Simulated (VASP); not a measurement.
Input of a VASP 6.6.1 run:

File INCAR:

```
ALGO = Normal ; EDIFF = 1E-7
ENCUT = 520 ; GGA = PS
GGA_COMPAT = False ; ISIF = 2
ISMEAR = -1 ; LASPH = True
LCHARG = False ; LORBIT = 11
LREAL = False ; LSORBIT = True
LWAVE = False ; MAGMOM = 0 0 0 0 0 0 0 0 0 0 0 0 0 0 0
NBANDS = 59 ; NELM = 60
PREC = Accurate ; SIGMA = 0.05
```

The input KPOINTS:

```
k-points
0
Gamma
  4 4 4
```

Contents of POSCAR:

```
Ba4Si
1.0
   -3.9635100000      3.9635100000      3.9635100000
    3.9635100000     -3.9635100000      3.9635100000
    3.9635100000      3.9635100000     -3.9635100000
Ba Si
4 1
Direct
    0.5000000000      0.5000000000      0.5000000000
    0.5000000000      0.0000000000      0.0000000000
    0.0000000000      0.0000000000      0.5000000000
    0.0000000000      0.5000000000      0.0000000000
    0.0000000000      0.0000000000      0.0000000000
```

The input KPOINTS_OPT:

```
path GHNGPH,PN
15
line-mode
reciprocal
 0.0000000000  0.0000000000  0.0000000000  G
 0.5000000000 -0.5000000000  0.5000000000  H

 0.5000000000 -0.5000000000  0.5000000000  H
 0.0000000000  0.0000000000  0.5000000000  N

 0.0000000000  0.0000000000  0.5000000000  N
 0.0000000000  0.0000000000  0.0000000000  G

 0.0000000000  0.0000000000  0.0000000000  G
 0.2500000000  0.2500000000  0.2500000000  P

 0.2500000000  0.2500000000  0.2500000000  P
 0.5000000000 -0.5000000000  0.5000000000  H

 0.2500000000  0.2500000000  0.2500000000  P
 0.0000000000  0.0000000000  0.5000000000  N
```

Potentials or basis: VASP PAW PBE potentials, release 64 (Ba_sv, Si).

Run with:

```console
$ cat potpaw_PBE.64/Ba_sv/POTCAR potpaw_PBE.64/Si/POTCAR > POTCAR
$ mpirun -np 1 vasp_ncl > vasp.out
```

Problem. Predict the pressure.

Solution. -0.9 GPa.

Caveat: the PAW data sets were made with another functional, which shifts forces and pressure a little.
